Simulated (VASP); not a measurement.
Calculation: PW91 GGA, VASP's PBE PAW potentials (set 64) (plane waves; VASP).

Input for VASP

### INCAR
```
SYSTEM = TiO2
PREC = Accurate
ENCUT = 520
EDIFF = 1E-7
NELM = 100
ALGO = Normal
LREAL = .FALSE.
LASPH = .TRUE.
ISMEAR = 0
SIGMA = 0.05
GGA = 91
LMAXMIX = 4
LWAVE = .FALSE.
LCHARG = .FALSE.
ISIF = 4
IBRION = 2
NSW = 30
EDIFFG = -0.01
```

### POSCAR
```
TiO2
1.0
 -1.8823931067   1.8823931067   4.7999228605
  1.8823931067  -1.8823931067   4.7999228605
  1.8823931067   1.8823931067  -4.7999228605
Ti O
2 4
Direct
  0.7500000000   0.2500000000   0.5000000000
  0.0000000000   0.0000000000   0.0000000000
  0.5433358060   0.0433358060   0.5000000000
  0.7933358060   0.7933358060   0.0000000000
  0.2066641940   0.2066641940   0.0000000000
  0.9566641940   0.4566641940   0.5000000000
```

File KPOINTS:
```
K-points
0
Gamma
  8 8 8
```

POTCAR, in this order: Ti_sv O (PBE.64 set). Program: vasp_std.

Q: Estimate the energy per atom (σ→0), band gap (on the k-mesh).

A: 
The energy per atom (σ→0) is -9.017 eV/atom and the band gap (on the k-mesh) is 2.11 eV.

### OSZICAR
```
...
DAV:   2    -0.541065247690E+02    0.29056E-02   -0.10117E-01  3696   0.258E+00    0.485E-01
DAV:   3    -0.541016587237E+02    0.48660E-02   -0.10267E-02  3956   0.100E+00    0.800E-02
DAV:   4    -0.541017038282E+02   -0.45105E-04   -0.13116E-03  4188   0.311E-01    0.311E-02
DAV:   5    -0.541017024316E+02    0.13967E-05   -0.86689E-05  4296   0.826E-02    0.191E-02
DAV:   6    -0.541017050791E+02   -0.26475E-05   -0.10542E-05  4168   0.358E-02    0.368E-03
DAV:   7    -0.541017055509E+02   -0.47186E-06   -0.17253E-06  4044   0.110E-02    0.210E-03
DAV:   8    -0.541017056266E+02   -0.75679E-07   -0.17567E-07  2596   0.434E-03
   5 F= -.54101706E+02 E0= -.54101706E+02  d E =-.379404E-02
```

The compound is TiO2 in the anatase structure, one of several forms; rutile is the usual stable one. This cell is one point of a volume scan, at 0.97 of the reference volume. Symmetry was kept, so distortions that lower it aren't found.
